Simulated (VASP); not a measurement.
Data:

```yaml
crystal:
  lattice:
    - [2.59719, 1.49949, 4.72102]
    - [-2.59719, 1.49949, 4.72102]
    - [0.00000, -2.99898, 4.72102]
  atoms:
    - { symbol: Li, position: [0.64247, 0.64247, 0.64247] }
    - { symbol: Li, position: [0.35753, 0.35753, 0.35753] }
    - { symbol: Nb, position: [0.85543, 0.85543, 0.85543] }
    - { symbol: Nb, position: [0.14457, 0.14457, 0.14457] }
    - { symbol: O, position: [0.04356, 0.43886, 0.78394] }
    - { symbol: O, position: [0.95644, 0.56114, 0.21606] }
    - { symbol: O, position: [0.78394, 0.04356, 0.43886] }
    - { symbol: O, position: [0.21606, 0.95644, 0.56114] }
    - { symbol: O, position: [0.43886, 0.78394, 0.04356] }
    - { symbol: O, position: [0.56114, 0.21606, 0.95644] }
```

All values below come from PBEsol GGA, VASP's PBE PAW potentials (set 64) (plane waves; VASP 6.6.1). Settings: 520 eV cut-off, Gaussian smearing of 0.050 eV, potentials Li_sv Nb_sv O.

Question: Give the energies of bands 26 to 39 at the high-symmetry points, in eV from the valence-band maximum.

Answer: 
```csv
band,Γ,T,H2,L,S0,F
26,-1.61,-1.92,-1.28,-1.74,-1.29,-1.71
27,-1.61,-1.92,-1.24,-1.34,-1.09,-1.53
28,-1.20,-1.79,-1.05,-0.91,-1.05,-1.20
29,-0.49,-0.76,-0.92,-0.77,-0.88,-0.99
30,-0.49,-0.37,-0.54,-0.61,-0.56,-0.75
31,-0.43,-0.30,-0.50,-0.35,-0.48,-0.38
32,-0.31,-0.30,-0.34,-0.20,-0.35,-0.27
33,-0.17,-0.29,-0.32,-0.14,-0.27,-0.17
34,-0.17,-0.29,-0.21,-0.08,-0.23,-0.02
35,4.46,4.39,4.10,4.03,4.06,4.01
36,4.74,4.93,4.38,4.13,4.37,4.48
37,4.91,4.93,4.64,4.76,4.60,4.78
38,4.91,5.06,5.10,5.00,5.06,4.97
39,5.16,5.19,5.29,5.43,5.33,5.41
```

The gap is indirect, 4.01 eV, from the valence maximum at F-Γ at 0.27 to the conduction minimum at F.

The structure comes from a computed database's LiNbO3 entry (R-3); how it stands against other phases isn't given here. It was relaxed first, which changed the volume by -6 %.
